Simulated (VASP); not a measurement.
Here is the system:

```xyz
2
Lattice="0.0000 2.9960 2.9960 2.9960 0.0000 2.9960 2.9960 2.9960 0.0000" Properties=species:S:1:pos:R:3 pbc="T T T"
Ca     0.0000     0.0000     0.0000
Se     2.9960     2.9960     2.9960
```

The numbers are results of PBE GGA with D3 dispersion (Becke-Johnson damping), VASP's PBE PAW potentials (set 64) (plane waves; VASP), not measurements. Settings: 520 eV cut-off, 8×8×8 Γ-centred mesh, Gaussian smearing of 0.050 eV, potentials Ca_sv Se.

Q: Estimate the energy per atom (σ→0), pressure, band gap (on the k-mesh) with the smallest direct gap where there is one.

A: 
```yaml
band gap (on the k-mesh): 2.11 eV
smallest direct gap (on the k-mesh): 3.01 eV
energy per atom (σ→0): -5.082 eV/atom
pressure: -2.72 GPa
```

The absolute energy has meaning only against runs of the same code, potentials and settings.

The compound is CaSe in the rock salt structure. This cell is one point of a volume scan, at 1.06 of the reference volume.
